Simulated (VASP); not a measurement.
Consider the following.

```xyz
4
Lattice="3.5029 0.0000 0.0000 0.0000 3.5029 0.0000 0.0000 0.0000 3.5029" Properties=species:S:1:pos:R:3 pbc="T T T"
Si     0.0000     0.0000     0.0000
Ni     0.0000     1.7514     1.7514
Ni     1.7514     0.0000     1.7514
Ni     1.7514     1.7514     0.0000
```

Method: TPSS meta-GGA, VASP's PBE PAW potentials (set 64) (plane waves; VASP). Settings: 520 eV cut-off, 9×9×9 Γ-centred mesh, first-order Methfessel-Paxton smearing of 0.10 eV, potentials Si Ni.

Question: Estimate the energy per atom (σ→0), pressure, band gap (on the k-mesh) with the smallest direct gap where there is one.

Answer: 
| Item | Result |
|---|---|
| band gap (on the k-mesh) | none (metal, semimetal or under 0.01 eV) |
| energy per atom (σ→0) | -12.936 eV/atom |
| pressure | -6.52 GPa |

The compound is Ni3Si in the L1_2 structure. This cell is one point of a volume scan, at 1.03 of the reference volume. The run is not spin-polarised, so no magnetic state was tried.
